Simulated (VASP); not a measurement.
Input:

```
RuSb
1.0
    3.23132     0.00000     0.00000
    0.00000     3.23132     0.00000
    0.00000     0.00000     3.23132
Ru Sb
1 1
Direct
  0.00000   0.00000   0.00000
  0.50000   0.50000   0.50000
```

All values below come from PBEsol GGA, VASP's PBE PAW potentials (set 64) (plane waves; VASP 6.6.1). Numerical set-up: 400 eV cut-off, Gaussian smearing of 0.050 eV, potentials Ru_pv Sb.

Unless said otherwise, spin-orbit coupling is left out, though it shifts the bands of the heavy elements here.

Predict the band gap (along the path) with the smallest direct gap where there is one.

```yaml
band gap (along the path): none (metal, semimetal or under 0.01 eV)
```

Total energies compare only between runs with the same potentials, cut-off and functional.

The structure was generated: RuSb was put into the CsCl type type (Pm-3m), which need not be its known phase. It was relaxed first, which changed the volume by -34 %. The electron count is odd and the run is not spin-polarised, which forces a metal.
